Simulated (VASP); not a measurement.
An input for Ansatz (written as the equivalent of a VASP run, and not itself run):

Ansatz 0.2 input:
```yaml
crystal:
  lattice:
    - [0.0000000, 2.6419030, 2.6419030]
    - [2.6419030, 0.0000000, 2.6419030]
    - [2.6419030, 2.6419030, 0.0000000]
  atoms:
    - { symbol: Zn, position: [0.0000000, 0.0000000, 0.0000000] }
    - { symbol: Se, position: [0.2500000, 0.2500000, 0.2500000] }
kpoints:
  mp_grid: { grid: [9, 9, 9] }
hamiltonian:
  xc: pbesol
  pseudopotentials: { kind: paw }
scf:
  occupations: { method: gaussian, width: 0.05 }
  max_iter: 100
relax:
  max_steps: 40
  f_tol: 0.02
  cell: { p_target: 30 }
output: { forces: true, stress: true, eigenvalues: true }
```

Task: Write the VASP files for the same calculation (PBEsol).

Result: This is not unique; one that fits is 
### POSCAR
```
ZnSe
1
    0.0000000000     2.6419030234     2.6419030234
    2.6419030234     0.0000000000     2.6419030234
    2.6419030234     2.6419030234     0.0000000000
Zn Se
1 1
Direct
  0.0000000000   0.0000000000   0.0000000000
  0.2500000000   0.2500000000   0.2500000000
```

INCAR:
```
# general
SYSTEM =ZnSe
PREC   =Accurate
ENCUT  =500
LREAL  =.FALSE.   # projection in real space or not
LASPH  =.TRUE.

# electronic loop
EDIFF  =1E-6   # SCF stop (eV)
NELM   =100
ALGO   =Normal   # blocked Davidson
LMAXMIX=4

# smearing
ISMEAR =0
SIGMA  =0.05

# functional
GGA    =PS

# ions
IBRION =2
NSW    =40   # most ionic steps
ISIF   =3   # ions, shape and volume
EDIFFG =-0.02   # ionic stop
PSTRESS=300   # kbar

# output
LWAVE  =.FALSE.
LCHARG =.FALSE.
```

**KPOINTS**
```
Automatic mesh
0
Gamma
9 9 9
0 0 0
```

POTCAR, in this order: Zn Se (PBE.64 set). Program: vasp_std.

Limits of the translation: each code has its own PAW files, so the cut-off isn't converted (ENCUT is set for VASP's; basis.ecutwfc is left out, and Ansatz then takes the one that its files recommend); Ansatz stops its SCF on the density residual and VASP on the energy change (EDIFF).

The compound is ZnSe in the zinc blende structure. This run relaxes it under an external pressure of 30 GPa. Symmetry was kept, so distortions that lower it aren't found.
